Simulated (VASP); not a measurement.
# HfSi2B4 (Pm) in VASP: single point with PBE

Aim: the single point of HfSi2B4 with PBE.

Program: VASP 6.6.1. These are calculated values, not measurements. Logs are shortened: lines on timing, memory, paths and dates and some standing lists are left out, and cuts for length are marked.

## (1) The structure

It takes space group Pm (No. 6, monoclinic). The conventional cell has a = 5.479 Å, b = 3.104 Å, c = 9.303 Å, α = 90.00°, β = 90.15°, γ = 90.00°. Hf (site symmetry m) is surrounded by 12 B at 2.45 to 2.55 Å. Hf (site symmetry m) is surrounded by 12 B at 2.45 to 2.56 Å. Si (site symmetry m) is surrounded by 1 B at 1.99 Å. Si (site symmetry m) has 1 B at 2.02 Å and 1 Si at 2.30 Å as nearest neighbours. Around Si (site symmetry m) lie 1 B at 2.05 Å. Around Si (site symmetry m) lie 1 B at 2.01 Å. B (site symmetry m) has 3 B at 1.78 to 1.81 Å as nearest neighbours. B (site symmetry m) is surrounded by 3 B at 1.81 to 1.87 Å.

The cell was built by a generator and needn't be a form met in nature.

## (2) Single point, PBE

INCAR

```
SYSTEM = HfSi2B4
PREC = Normal
ENCUT = 520
EDIFF = 1E-5
ISMEAR = 0
SIGMA = 0.15
LREAL = Auto
LASPH = .True.
NELM = 80
ALGO = Fast
ISIF = 2
LWAVE = .False.
LCHARG = .False.
GGA = PE
NBANDS = 43
```

KPOINTS

```
regular mesh
0
Gamma
  4 7 3
  0 0 0
```

POSCAR

```
HfSi2B4
1.0
    5.4787120000      0.0000000000      0.0000000000
    0.0000000000      3.1037410000      0.0000000000
   -0.0246560000      0.0000000000      9.3026020000
Hf Si B
2 4 8
Direct
    0.9795550000      0.0000000000      0.9946360000
    0.4819550000      0.5000000000      0.9968530000
    0.1911440000      0.0000000000      0.3787240000
    0.7722040000      0.0000000000      0.3907590000
    0.7242270000      0.5000000000      0.5931880000
    0.3866720000      0.0000000000      0.6025190000
    0.1476890000      0.5000000000      0.8175030000
    0.6475440000      0.0000000000      0.8180600000
    0.3071570000      0.0000000000      0.8129000000
    0.8179820000      0.5000000000      0.8063900000
    0.3180110000      0.0000000000      0.1785970000
    0.8158190000      0.5000000000      0.1805040000
    0.1479730000      0.5000000000      0.1885490000
    0.6485410000      0.0000000000      0.1864570000
```

Potentials or basis: VASP PAW PBE potentials, release 64 (Hf_pv, Si, B).

The run is started by

```sh
cat potpaw_PBE.64/Hf_pv/POTCAR potpaw_PBE.64/Si/POTCAR potpaw_PBE.64/B/POTCAR > POTCAR
mpirun -np 1 vasp_std > vasp.out
```

OUTCAR:

```text
SYSTEM = HfSi2B4
   PREC = Normal
   ENCUT = 520
   EDIFF = 1E-5
   ISMEAR = 0
   LREAL = Auto
   LASPH = .True.
   NELM = 80
   ISIF = 2
   GGA = PE

 ion  position               nearest neighbor table
   1  0.980  0.000  0.995-   7 2.45   7 2.45   8 2.45   9 2.47  12 2.49  12 2.49  10 2.50  10 2.50
                            11 2.52  14 2.55  13 2.55  13 2.55   2 3.14   2 3.14   2 3.16   2 3.16
   2  0.482  0.500  0.997-   8 2.45   8 2.45  11 2.47  11 2.47   7 2.47   9 2.50   9 2.50  12 2.50
                            14 2.52  14 2.52  13 2.56  10 2.56   1 3.14   1 3.14   1 3.16   1 3.16
   3  0.191  0.000  0.379-  11 1.99   4 2.30   6 2.34  13 2.36  13 2.36
   4  0.772  0.000  0.391-  14 2.02   3 2.30   5 2.45   5 2.45  12 2.51  12 2.51   6 2.89
   5  0.724  0.500  0.593-  10 2.05   6 2.42   6 2.42   4 2.45   4 2.45   8 2.64   8 2.64
   6  0.387  0.000  0.603-   9 2.01   3 2.34   5 2.42   5 2.42   8 2.46   4 2.89
   7  0.148  0.500  0.818-   9 1.78   9 1.78  10 1.81   1 2.45   1 2.45   2 2.47
   8  0.648  0.000  0.818-  10 1.81  10 1.81   9 1.87   1 2.45   2 2.45   2 2.45   6 2.46   5 2.64
                             5 2.64
   9  0.307  0.000  0.813-   7 1.78   7 1.78   8 1.87   6 2.01   1 2.47   2 2.50   2 2.50
  10  0.818  0.500  0.806-   7 1.81   8 1.81   8 1.81   5 2.05   1 2.50   1 2.50   2 2.56
  11  0.318  0.000  0.179-  14 1.81  13 1.81  13 1.81   3 1.99   2 2.47   2 2.47   1 2.52
  12  0.816  0.500  0.181-  14 1.80  14 1.80  13 1.82   1 2.49   1 2.49   2 2.50   4 2.51   4 2.51

  13  0.148  0.500  0.189-  11 1.81  11 1.81  12 1.82   3 2.36   3 2.36   1 2.55   1 2.55   2 2.56

  14  0.649  0.000  0.186-  12 1.80  12 1.80  11 1.81   4 2.02   2 2.52   2 2.52   1 2.55

  LATTYP: Found a simple monoclinic cell.
 ALAT       =     5.4787120000
 B/A-ratio  =     0.5665092452
 C/A-ratio  =     1.6979601546
 COS(beta)  =    -0.0026504319

  Lattice vectors:

 A1 = (   5.4787120000,   0.0000000000,   0.0000000000)
 A2 = (   0.0000000000,   3.1037410000,   0.0000000000)
 A3 = (  -0.0246560000,   0.0000000000,   9.3026020000)

Analysis of symmetry for initial positions (statically):
=====================================================================
 Subroutine PRICEL returns:
 Original cell was already a primitive cell.

 Routine SETGRP: Setting up the symmetry group for a
 simple monoclinic supercell.

 Subroutine GETGRP returns: Found  2 space group operations
 (whereof  2 operations were pure point group operations)
 out of a pool of  4 trial point group operations.

The static configuration has the point symmetry C_1h.

Analysis of symmetry for dynamics (positions and initial velocities):
=====================================================================
 Subroutine PRICEL returns:
 Original cell was already a primitive cell.

 Routine SETGRP: Setting up the symmetry group for a
 simple monoclinic supercell.

 Subroutine GETGRP returns: Found  2 space group operations
 (whereof  2 operations were pure point group operations)
 out of a pool of  4 trial point group operations.

The dynamic configuration has the point symmetry C_1h.

 Subroutine INISYM returns: Found  2 space group operations
 (whereof  2 operations are pure point group operations),
 and found     1 'primitive' translations

----------------------------------------------------------------------------------------

                                     Primitive cell

  volume of cell :     158.1861

  direct lattice vectors                    reciprocal lattice vectors
     5.478712000  0.000000000  0.000000000     0.182524652  0.000000000  0.000483771
     0.000000000  3.103741000  0.000000000     0.000000000  0.322191832  0.000000000
    -0.024656000  0.000000000  9.302602000     0.000000000  0.000000000  0.107496806

  length of vectors
     5.478712000  3.103741000  9.302634675     0.182525293  0.322191832  0.107496806

  position of ions in fractional coordinates (direct lattice)
     0.979555000  0.000000000  0.994636000
     0.481955000  0.500000000  0.996853000
     0.191144000  0.000000000  0.378724000
     0.772204000  0.000000000  0.390759000
     0.724227000  0.500000000  0.593188000
     0.386672000  0.000000000  0.602519000
     0.147689000  0.500000000  0.817503000
     0.647544000  0.000000000  0.818060000
     0.307157000  0.000000000  0.812900000
     0.817982000  0.500000000  0.806390000
     0.318011000  0.000000000  0.178597000
     0.815819000  0.500000000  0.180504000
[... 38 lines left out ...]
  Shift w.r.t. Gamma in fractional coordinates (k-lattice)
     0.000000000  0.000000000  0.000000000

 Subroutine IBZKPT returns following result:
 ===========================================

 Found     28 irreducible k-points:

 Following reciprocal coordinates:
            Coordinates               Weight
  0.000000  0.000000  0.000000      1.000000
  0.250000  0.000000  0.000000      2.000000
  0.500000  0.000000  0.000000      1.000000
  0.000000  0.142857  0.000000      2.000000
  0.250000  0.142857  0.000000      4.000000
  0.500000  0.142857  0.000000      2.000000
[... 16 lines left out ...]
  0.500000  0.285714  0.333333      4.000000
 -0.250000  0.285714  0.333333      4.000000
 [... further k-points ...]
   k-points           NKPTS =     28   k-points in BZ     NKDIM =     28   number of bands    NBANDS=     43
   number of dos      NEDOS =    301   number of ions     NIONS =     14
   total plane-waves  NPLWV =  31104
   dimension x,y,z NGX =    32 NGY =   18 NGZ =   54
   dimension x,y,z NGXF=    64 NGYF=   36 NGZF=  108
   ions per type =               2   4   8
   NGX,Y,Z   is equivalent  to a cutoff of   9.71,  9.64,  9.65 a.u.
   NGXF,Y,Z  is equivalent  to a cutoff of  19.42, 19.28, 19.30 a.u.
 SYSTEM =  HfSi2B4
   PREC   = normal    normal or accurate (medium, high low for compatibility)
   ISTART =      0    job   : 0-new  1-cont  2-samecut
   ICHARG =      2    charge: 1-file 2-atom 10-const
   ISPIN  =      1    spin polarized calculation?
   LNONCOLLINEAR =      F non collinear calculations
   LSORBIT =      F    spin-orbit coupling
   LASPH  =      T    aspherical Exc in radial PAW
   ENCUT  =  520.0 eV  38.22 Ry    6.18 a.u.  10.19  5.77 17.30*2*pi/ulx,y,z
   NELM   =     80;   NELMIN=  2; NELMDL= -5     # of ELM steps
   EDIFF  = 0.1E-04   stopping-criterion for ELM
   LREAL  =      T    real-space projection
   EDIFFG = 0.1E-03   stopping-criterion for IOM
   NSW    =      0    number of steps for IOM
   IBRION =     -1    ionic relax: 0-MD 1-quasi-New 2-CG
   NFREE  =      0    steps in history (QN), initial steepest desc. (CG)
   ISIF   =      2    stress and relaxation
   ISYM   =      2    0-nonsym 1-usesym 2-fastsym
   POTIM  = 0.5000    time-step for ionic-motion
   TEBEG  =    0.0;   TEEND  =   0.0 temperature during run
   PSTRESS=    0.0 pullay stress
   NELECT =      60.0000    total number of electrons
   NUPDOWN=      -1.0000    fix difference up-down
   EMIN   =  10.00;   EMAX   =-10.00  energy-range for DOS
   EFERMI =   0.00;   METHOD = LEGACY
   ISMEAR =     0;   SIGMA  =   0.15  broadening in eV -4-tet -1-fermi 0-gaus
   EFERMI_NEDOS =   21; number of points for ismear=-14 and -15
   IALGO  =     68    algorithm
   IMIX   =      4    mixing-type and parameters
     AMIX     =   0.40;   BMIX     =  1.00
     AMIX_MAG =   1.60;   BMIX_MAG =  1.00
  volume/ion in A,a.u.               =      11.30        76.25
  Fermi-wavevector in a.u.,A,eV,Ry     =   1.185048  2.239415 19.107175  1.404338
  Thomas-Fermi vector in A             =   2.321249
   LORBIT       =      0    0 simple, 1 ext, 2 COOP (PROOUT), +10 PAW based schemes
   GGA     = PE    functional components
   LHFCALC =     F    Hartree Fock is set to
   AEXX    =    0.0000 exact exchange contribution
   IVDW    =     0    specifies the selected vdW correction
   LEPSILON=     F    determine dielectric tensor
   LRPA    =     F    only Hartree local field effects (RPA)
 non-spin polarized calculation
 RMM-DIIS sequential band-by-band and
 Gauss-broadening in eV      SIGMA  =   0.15
  energy-cutoff  :      520.00
  volume of cell :      158.19
 maximum number of plane-waves:      4284
   NGX = 21   NGY = 11   NGZ = 35

 number of electron      59.9999995 magnetization

 Free energy of the ion-electron system (eV)
  ---------------------------------------------------
  ext. energy  EPLUGINS =         0.00000000
  ---------------------------------------------------
  free energy    TOTEN  =       -97.55084631 eV

  energy without entropy =      -97.52558993  energy(sigma->0) =      -97.53821812

 E-fermi :   7.3292     XC(G=0): -11.3750

 val. band max:        7.3155806235   @ k =   0.5000   0.1429   0.0000
 cond. band min:       7.3671673072   @ k =   0.0000   0.0000   0.0000
 fundamental gap:      0.0515866838
 Fermi energy:         7.3291981722

 k-point     1 :       0.0000    0.0000    0.0000
  band No.  band energies     occupation
      1     -23.3414      2.00000
      2     -23.1594      2.00000
      3     -23.0076      2.00000
      4     -22.7248      2.00000
      5     -22.5956      2.00000
      6     -22.5552      2.00000
[... 1069 lines left out ...]
     41      11.7352      0.00000
     42      11.8612      0.00000

 [... further k-points ...]

 [bands above 42 left out]

------------------------ aborting loop because EDIFF is reached ----------------------------------------

  FORCE on cell =-STRESS in cart. coord.  units (eV):
  Direction    XX          YY          ZZ          XY          YZ          ZX
  --------------------------------------------------------------------------------------
  -------------------------------------------------------------------------------------
  Total        0.0185051      0.0319963     -0.0138930      0.0000000      0.0000000     -0.0748958
  in kB        0.1874278      0.3240720     -0.1407139      0.0000000      0.0000000     -0.7585768
  external PRESSURE =       0.1235953 kB  Pullay stress =       0.0000000 kB

 VOLUME and BASIS-vectors are now :
 -----------------------------------------------------------------------------
  energy-cutoff  :      520.00
  volume of cell :      158.19
      direct lattice vectors                 reciprocal lattice vectors
     5.478712000  0.000000000  0.000000000     0.182524652  0.000000000  0.000483771
     0.000000000  3.103741000  0.000000000     0.000000000  0.322191832  0.000000000
    -0.024656000  0.000000000  9.302602000     0.000000000  0.000000000  0.107496806

 POSITION                                       TOTAL-FORCE (eV/Angst)
 -----------------------------------------------------------------------------------
      5.34218      0.00000      9.25270         0.008669      0.000000     -0.006177
      2.61591      1.55187      9.27333        -0.016740      0.000000     -0.001171
      1.03789      0.00000      3.52312        -0.010679      0.000000     -0.007914
      4.22105      0.00000      3.63508         0.002607      0.000000     -0.007489
      3.95321      1.55187      5.51819        -0.006948      0.000000      0.017566
      2.10361      0.00000      5.60499        -0.001555      0.000000      0.012256
      0.78899      1.55187      7.60491         0.009003      0.000000      0.005866
      3.52754      0.00000      7.61009         0.006654      0.000000     -0.017516
      1.66278      0.00000      7.56209        -0.009404      0.000000     -0.019674
      4.46161      1.55187      7.50153        -0.000167      0.000000     -0.007058
      1.73789      0.00000      1.66142         0.000080      0.000000      0.011329
      4.46519      1.55187      1.67916        -0.006876      0.000000      0.008920
      0.80605      1.55187      1.75400         0.004486      0.000000      0.014570
      3.54857      0.00000      1.73454         0.020870      0.000000     -0.003510
 -----------------------------------------------------------------------------------
    total drift:                                0.044415     -0.000000      0.018562

  FREE ENERGIE OF THE ION-ELECTRON SYSTEM (eV)
  ---------------------------------------------------
  free  energy   TOTEN  =       -97.5508463139 eV

  energy  without entropy=      -97.5255899264  energy(sigma->0) =      -97.53821812
```

Wall time 46 s (1 thread of Intel Xeon Platinum 8559C (Emerald Rapids), shared host); peak memory 0.24 GiB.

Results:

- Free energy: -97.5508 eV
- Pressure: 0.0 GPa
- Largest force: 0.022 eV/Å
- Band gap on the k mesh: none (metal or under the smearing width)

Forces in eV/Å, atoms in the order of the input:
```
Hf   0.009  0.000 -0.006
Hf  -0.017  0.000 -0.001
Si  -0.011  0.000 -0.008
Si   0.003  0.000 -0.007
Si  -0.007  0.000  0.018
Si  -0.002  0.000  0.012
B    0.009  0.000  0.006
B    0.007  0.000 -0.018
B   -0.009  0.000 -0.020
B    0.000  0.000 -0.007
B    0.000  0.000  0.011
B   -0.007  0.000  0.009
B    0.004  0.000  0.015
B    0.021  0.000 -0.004
```

Stress tensor (GPa, compression positive):
```
 0.02  0.00 -0.08
 0.00  0.03  0.00
-0.08  0.00 -0.01
```
